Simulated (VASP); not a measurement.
Input:

```xyz
4
Lattice="3.8520 0.0000 0.0000 0.0000 3.8520 0.0000 0.0000 0.0000 3.8520" Properties=species:S:1:pos:R:3 pbc="T T T"
Ta     1.9260     1.9260     1.9260
Ru     1.9260     0.0000     0.0000
Ru     0.0000     1.9260     0.0000
Ru     0.0000     0.0000     1.9260
```

Method: PBEsol GGA, VASP's PBE PAW potentials (set 64) (plane waves; VASP). Run with 400 eV cut-off, 9×9×9 Γ-centred mesh, tetrahedra with Blöchl corrections, potentials Ta_pv Ru_pv.

Unless said otherwise, spin-orbit coupling is left out, though it shifts the bands of the heavy elements here.

Question: Tabulate the total density of states (states/eV per cell) against energy (eV; zero at the valence-band maximum or, without a gap, the Fermi level).

Answer: 
(E (eV), DOS (states/eV)): (-9.90, 0.00); (-9.70, 0.00); (-9.50, 0.00); (-9.19, 0.00); (-8.99, 0.00); (-8.79, 0.00); (-8.59, 0.00); (-8.28, 0.00); (-8.08, 0.00); (-7.88, 0.02); (-7.68, 0.11); (-7.37, 0.17); (-7.17, 0.22); (-6.97, 0.26); (-6.77, 0.30); (-6.46, 0.38); (-6.26, 0.45); (-6.06, 0.54); (-5.86, 0.67); (-5.55, 2.37); (-5.35, 3.27); (-5.15, 3.60); (-4.95, 4.90); (-4.74, 6.79); (-4.44, 6.02); (-4.24, 5.69); (-4.04, 5.39); (-3.83, 3.79); (-3.53, 3.79); (-3.33, 5.01); (-3.12, 4.27); (-2.92, 4.24); (-2.62, 4.10); (-2.42, 4.65); (-2.21, 5.82); (-2.01, 4.77); (-1.71, 7.13); (-1.50, 8.19); (-1.30, 5.43); (-1.10, 4.21); (-0.90, 4.93); (-0.59, 5.91); (-0.39, 4.78); (-0.19, 5.67); (0.01, 4.62); (0.32, 3.74); (0.52, 2.83); (0.72, 2.11); (0.92, 1.60); (1.23, 1.58); (1.43, 2.10); (1.63, 2.48); (1.83, 1.84); (2.14, 1.52); (2.34, 6.48); (2.54, 5.58); (2.74, 4.52); (3.05, 0.70); (3.25, 0.50); (3.45, 0.35)
Within 2 eV below the Fermi level the largest weight inside VASP's projection spheres is Ru d.

The structure comes from a computed database's TaRu3 entry (Pm-3m); how it stands against other phases isn't given here. It was relaxed first. The electron count is odd and the run is not spin-polarised, which forces a metal.
